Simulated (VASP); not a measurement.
Computed with PBE GGA, VASP's PBE PAW potentials (set 64) (plane waves; VASP 6.6.1).

The input files of a VASP run:

KPOINTS:
```
K-points
0
Gamma
  6 6 6
```

### POSCAR
```
Li3Cr
1
    3.8897160000     0.0000000000     0.0000000000
    0.0000000000     3.8897160000     0.0000000000
    0.0000000000     0.0000000000     3.8897160000
Li Cr
3 1
Direct
  0.0000000000   0.5000000000   0.5000000000
  0.5000000000   0.5000000000   0.0000000000
  0.5000000000   0.0000000000   0.5000000000
  0.0000000000   0.0000000000   0.0000000000
```

### INCAR
```
SYSTEM = Li3Cr
PREC = Accurate
ENCUT = 400
EDIFF = 1E-6
NELM = 100
ALGO = Normal
LREAL = .FALSE.
LASPH = .TRUE.
ISMEAR = 0
SIGMA = 0.1
GGA = PE
LMAXMIX = 4
LWAVE = .FALSE.
LCHARG = .FALSE.
ISIF = 2
ISPIN = 2
MAGMOM = 0.0 0.0 0.0 3.0
LORBIT = 11
```

POTCAR, in this order: Li_sv Cr_pv (PBE.64 set). Program: vasp_std.

Task: What will the output report for the number of irreducible k-points (NKPTS), largest plane-wave count, number of space-group operations, FFT grid (NGX, NGY, NGZ)?

Result: 
| Property | Value |
|---|---|
| number of irreducible k-points (NKPTS) | 20 |
| largest plane-wave count | 1081 |
| number of space-group operations | 48 |
| FFT grid (NGX, NGY, NGZ) | 28 × 28 × 28 |

The structure was generated: Li3Cr was put into an ordered model structure, which need not be its known phase. The cell was not relaxed at this level.
